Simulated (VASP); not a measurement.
```
BiGd
1.0
    2.21668     1.27980     3.61901
   -2.21668     1.27980     3.61901
    0.00000    -2.55960     3.61901
Gd Bi
1 1
Direct
  0.74998   0.74998   0.74998
  0.25002   0.25002   0.25002
```

All values below come from PBEsol GGA, VASP's PBE PAW potentials (set 64) (plane waves; VASP). Numerical set-up: 480 eV cut-off, 10×10×10 Γ-centred mesh, first-order Methfessel-Paxton smearing of 0.10 eV, potentials Gd_3 Bi_d.

The 4f electrons are frozen in the core of the lanthanide potential, so 4f levels, which can set the real gap, and their magnetism are missing. Energy and stress use the plane-wave basis of the starting cell.

### Question
The ions, cell shape and volume at an external pressure of 15.0 GPa are relaxed. Which structure does the run end with?

### Answer

```
BiGd
1.0
    2.09192     1.20777     3.41543
   -2.09192     1.20777     3.41543
    0.00000    -2.41554     3.41543
Gd Bi
1 1
Cartesian
  0.00000   0.00000   7.68457
  0.00000   0.00000   2.56173
```
Space group Fm-3m (225), at a tolerance of 0.03 Å.

### Question
How do energy and volume change from the first to the last step?

### Answer
The energy (σ→0) changes by +197.0 meV/atom and the volume by -15.9 %, in 5 ionic steps.

| step | E(σ→0) (eV) | max force (eV/Å) | pressure (GPa) | volume (Å³) |
|---|---|---|---|---|
| 1 | -11.2500 | 0.002 | -0.03 | 61.60 |
| 2 | -7.9673 | 0.003 | 69.86 | 39.27 |
| 3 | -10.9202 | 0.003 | 13.41 | 52.50 |
| 4 | -10.8729 | 0.003 | 14.59 | 51.96 |
| 5 | -10.8561 | 0.003 | 15.01 | 51.78 |

The structure was generated: GdBi was put into the alpha-GeTe type (R3m), which need not be its known phase. This run relaxes it under an external pressure of 15 GPa. It ends in space group Fm-3m. Symmetry was kept, so distortions that lower it aren't found.
